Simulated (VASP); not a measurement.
These are LDA (Ceperley-Alder, Perdew-Zunger), VASP's LDA PAW potentials (set 64) (plane waves; VASP) values and carry that method's errors.

The input files of a VASP run:

**INCAR**
```
# general
SYSTEM = P
PREC   = Accurate
ENCUT  = 400
LREAL  = .FALSE.
LASPH  = .TRUE.

# electronic loop
EDIFF  = 1E-6
NELM   = 100
ALGO   = Normal

# smearing
ISMEAR = 1
SIGMA  = 0.1

# ions
IBRION = 2
NSW    = 60
ISIF   = 3
EDIFFG = -0.02

# output
LWAVE  = .FALSE.
LCHARG = .FALSE.
```

### KPOINTS
```
Automatic mesh
0
Gamma
9 9 7
0 0 0
```

POSCAR:
```
P
1
    1.6922372806    -5.0390047347     0.0000000000
    1.6922372806     5.0390047347    -0.0000000000
    0.0000000000    -0.0000000000     3.9412030979
P
4
Direct
  0.1079736866   0.8920263134   0.9350367823
  0.3920263134   0.6079736866   0.4350367823
  0.6079736866   0.3920263134   0.5649632177
  0.8920263134   0.1079736866   0.0649632177
```

POTCAR, in this order: P (LDA.64 set). Program: vasp_std.

The resulting files:

### OSZICAR
```
       N       E                     dE             d eps       ncg     rms          rms(c)
DAV:   1     0.484980631259E+02    0.48498E+02   -0.73965E+03  2800   0.995E+02
DAV:   2    -0.210269526695E+02   -0.69525E+02   -0.67399E+02  3734   0.162E+02
DAV:   3    -0.242645484474E+02   -0.32376E+01   -0.32106E+01  3774   0.374E+01
DAV:   4    -0.243036507753E+02   -0.39102E-01   -0.39075E-01  3518   0.488E+00
DAV:   5    -0.243044099816E+02   -0.75921E-03   -0.75900E-03  3860   0.582E-01    0.107E+01
DAV:   6    -0.241600883129E+02    0.14432E+00   -0.81655E-02  3418   0.177E+00    0.623E+00
DAV:   7    -0.240971597086E+02    0.62929E-01   -0.12352E-01  3598   0.218E+00    0.315E-01
DAV:   8    -0.240964185452E+02    0.74116E-03   -0.10751E-02  3374   0.747E-01    0.183E-01
DAV:   9    -0.240963785863E+02    0.39959E-04   -0.62619E-04  3748   0.168E-01    0.790E-02
DAV:  10    -0.240963624234E+02    0.16163E-04   -0.82140E-05  3460   0.545E-02    0.304E-02
DAV:  11    -0.240963625924E+02   -0.16900E-06   -0.75620E-06  3550   0.211E-02
   1 F= -.24096363E+02 E0= -.24096302E+02  d E =-.240964E+02
       N       E                     dE             d eps       ncg     rms          rms(c)
DAV:   1    -0.241019468959E+02   -0.55845E-02   -0.13595E-01  3022   0.210E+00    0.239E-01
DAV:   2    -0.241014201380E+02    0.52676E-03   -0.59708E-03  3710   0.549E-01    0.103E-01
DAV:   3    -0.241011163815E+02    0.30376E-03   -0.82163E-04  3668   0.173E-01    0.471E-02
DAV:   4    -0.241011045927E+02    0.11789E-04   -0.13849E-04  3670   0.732E-02    0.167E-02
DAV:   5    -0.241011027198E+02    0.18729E-05   -0.55645E-06  3400   0.165E-02    0.519E-03
DAV:   6    -0.241011026763E+02    0.43441E-07   -0.42063E-07  2012   0.462E-03
   2 F= -.24101103E+02 E0= -.24101153E+02  d E =-.474008E-02
       N       E                     dE             d eps       ncg     rms          rms(c)
DAV:   1    -0.241070441026E+02   -0.59414E-02   -0.35138E-01  3010   0.338E+00    0.385E-01
DAV:   2    -0.241055144752E+02    0.15296E-02   -0.15673E-02  3716   0.889E-01    0.167E-01
DAV:   3    -0.241046882695E+02    0.82621E-03   -0.22708E-03  3678   0.288E-01    0.761E-02
DAV:   4    -0.241046580356E+02    0.30234E-04   -0.36826E-04  3678   0.120E-01    0.277E-02
DAV:   5    -0.241046527774E+02    0.52582E-05   -0.14215E-05  3520   0.264E-02    0.827E-03
DAV:   6    -0.241046525390E+02    0.23833E-06   -0.11940E-06  2228   0.769E-03
   3 F= -.24104653E+02 E0= -.24104724E+02  d E =-.828995E-02
       N       E                     dE             d eps       ncg     rms          rms(c)
DAV:   1    -0.241101761837E+02   -0.55234E-02   -0.20269E-01  2944   0.249E+00    0.310E-01
DAV:   2    -0.241090620521E+02    0.11141E-02   -0.96414E-03  3658   0.720E-01    0.166E-01
DAV:   3    -0.241083522334E+02    0.70982E-03   -0.11171E-03  3374   0.203E-01    0.709E-02
DAV:   4    -0.241082724206E+02    0.79813E-04   -0.28231E-04  3514   0.100E-01    0.315E-02
DAV:   5    -0.241082697331E+02    0.26875E-05   -0.10974E-05  3444   0.234E-02    0.134E-02
DAV:   6    -0.241082692186E+02    0.51453E-06   -0.19069E-06  2200   0.878E-03
   4 F= -.24108269E+02 E0= -.24108328E+02  d E =-.361668E-02
       N       E                     dE             d eps       ncg     rms          rms(c)
DAV:   1    -0.241184206276E+02   -0.10151E-01   -0.71358E-01  2908   0.466E+00    0.578E-01
DAV:   2    -0.241145224868E+02    0.38981E-02   -0.33896E-02  3652   0.135E+00    0.309E-01
DAV:   3    -0.241120217244E+02    0.25008E-02   -0.39346E-03  3334   0.379E-01    0.135E-01
DAV:   4    -0.241117258484E+02    0.29588E-03   -0.10422E-03  3532   0.191E-01    0.582E-02
DAV:   5    -0.241117162557E+02    0.95928E-05   -0.41112E-05  3450   0.451E-02    0.241E-02
DAV:   6    -0.241117147913E+02    0.14644E-05   -0.71256E-06  3496   0.162E-02    0.615E-03
DAV:   7    -0.241117146916E+02    0.99677E-07   -0.52344E-07  1880   0.461E-03
   5 F= -.24111715E+02 E0= -.24111799E+02  d E =-.706215E-02
       N       E                     dE             d eps       ncg     rms          rms(c)
DAV:   1    -0.241147527781E+02   -0.30380E-02   -0.13237E-01  2920   0.205E+00    0.204E-01
DAV:   2    -0.241147040777E+02    0.48700E-04   -0.66147E-03  3760   0.584E-01    0.849E-02
DAV:   3    -0.241144376292E+02    0.26645E-03   -0.36696E-04  3444   0.124E-01    0.397E-02
DAV:   4    -0.241144039212E+02    0.33708E-04   -0.10914E-04  3734   0.633E-02    0.202E-02
DAV:   5    -0.241144034931E+02    0.42817E-06   -0.86571E-06  3448   0.202E-02
   6 F= -.24114403E+02 E0= -.24114481E+02  d E =-.268880E-02
       N       E                     dE             d eps       ncg     rms          rms(c)
DAV:   1    -0.241170709479E+02   -0.26670E-02   -0.32964E-01  2902   0.323E+00    0.324E-01
DAV:   2    -0.241169699715E+02    0.10098E-03   -0.16474E-02  3754   0.922E-01    0.133E-01
DAV:   3    -0.241163110889E+02    0.65888E-03   -0.90463E-04  3432   0.195E-01    0.631E-02
DAV:   4    -0.241162251332E+02    0.85956E-04   -0.27581E-04  3702   0.100E-01    0.319E-02
DAV:   5    -0.241162240864E+02    0.10468E-05   -0.21758E-05  3436   0.321E-02    0.983E-03
DAV:   6    -0.241162241795E+02   -0.93168E-07   -0.15237E-06  2522   0.879E-03
   7 F= -.24116224E+02 E0= -.24116236E+02  d E =-.450949E-02
       N       E                     dE             d eps       ncg     rms          rms(c)
DAV:   1    -0.241162537100E+02   -0.29624E-04   -0.39255E-03  2920   0.352E-01    0.350E-02
DAV:   2    -0.241162522393E+02    0.14707E-05   -0.19289E-04  3754   0.999E-02    0.146E-02
DAV:   3    -0.241162444630E+02    0.77763E-05   -0.10991E-05  3436   0.214E-02    0.701E-03
DAV:   4    -0.241162435034E+02    0.95958E-06   -0.30171E-06  3018   0.107E-02
   8 F= -.24116244E+02 E0= -.24116251E+02  d E =-.452881E-02
       N       E                     dE             d eps       ncg     rms          rms(c)
DAV:   1    -0.241166056992E+02   -0.36124E-03   -0.13665E-02  2884   0.642E-01    0.831E-02
DAV:   2    -0.241164615154E+02    0.14418E-03   -0.61998E-04  3634   0.176E-01    0.509E-02
DAV:   3    -0.241163908834E+02    0.70632E-04   -0.12032E-04  3130   0.631E-02    0.167E-02
DAV:   4    -0.241163864463E+02    0.44371E-05   -0.13855E-05  3610   0.224E-02    0.956E-03
DAV:   5    -0.241163861128E+02    0.33347E-06   -0.50016E-07  1712   0.541E-03
   9 F= -.24116386E+02 E0= -.24116388E+02  d E =-.142609E-03
       N       E                     dE             d eps       ncg     rms          rms(c)
DAV:   1    -0.241165641211E+02   -0.17767E-03   -0.90874E-03  2878   0.523E-01    0.677E-02
DAV:   2    -0.241164676006E+02    0.96521E-04   -0.41438E-04  3628   0.144E-01    0.414E-02
DAV:   3    -0.241164204809E+02    0.47120E-04   -0.81058E-05  3130   0.517E-02    0.136E-02
DAV:   4    -0.241164175948E+02    0.28861E-05   -0.91239E-06  3598   0.183E-02    0.783E-03
DAV:   5    -0.241164173715E+02    0.22331E-06   -0.32748E-07  1628   0.439E-03
  10 F= -.24116417E+02 E0= -.24116415E+02  d E =-.173868E-03
```

### OUTCAR
```
------------------------ aborting loop because EDIFF is reached ----------------------------------------
  FORCE on cell =-STRESS in cart. coord.  units (eV):
  Direction    XX          YY          ZZ          XY          YZ          ZX
  --------------------------------------------------------------------------------------
  Total       -0.0632351      0.0513678     -0.0208372      0.0000000     -0.0000000      0.0000000
  in kB       -1.4635186      1.1888616     -0.4822576      0.0000000     -0.0000000      0.0000000
  external PRESSURE =      -0.2523049 kB  Pullay stress =       0.0000000 kB
  volume of cell :       69.23
      direct lattice vectors                 reciprocal lattice vectors
     1.653395260 -5.059542462  0.000000000     0.302408028 -0.098823165 -0.000000000
     1.653395260  5.059542462 -0.000000000     0.302408028  0.098823165  0.000000000
     0.000000000 -0.000000000  4.137638333     0.000000000  0.000000000  0.241683762
 POSITION                                       TOTAL-FORCE (eV/Angst)
 -----------------------------------------------------------------------------------
      1.65340      3.98018      3.84106         0.000000      0.005609      0.000613
      1.65340      1.07936      1.77224         0.000000     -0.005609      0.000613
      1.65340     -1.07936      2.36540         0.000000      0.005609     -0.000613
      1.65340     -3.98018      0.29658         0.000000     -0.005609     -0.000613
 -----------------------------------------------------------------------------------
    total drift:                                0.000000      0.000000     -0.000000
  FREE ENERGIE OF THE ION-ELECTRON SYSTEM (eV)
  ---------------------------------------------------
  free  energy   TOTEN  =       -24.1164173715 eV

  energy  without entropy=      -24.1164108342  energy(sigma->0) =      -24.11641519

 reached required accuracy - stopping structural energy minimisation
```
(Selected blocks of OUTCAR.)

**CONTCAR**
```
P
   1.00000000000000
     1.6533952597588417   -5.0595424617170535    0.0000000000000000
     1.6533952597588417    5.0595424617170535   -0.0000000000000000
     0.0000000000000000   -0.0000000000000000    4.1376383328699564
  P
     4
Direct
     0.1066655809110816    0.8933344190889183    0.9283217829458834
     0.3933344190889185    0.6066655809110817    0.4283217829458833
     0.6066655809110817    0.3933344190889185    0.5716782170541166
     0.8933344190889183    0.1066655809110816    0.0716782170541166
```

Energy and stress use the plane-wave basis of the starting cell.

The compound is P in the black structure. This run relaxes it. Symmetry was kept, so distortions that lower it aren't found. The start is the result of an earlier pass.
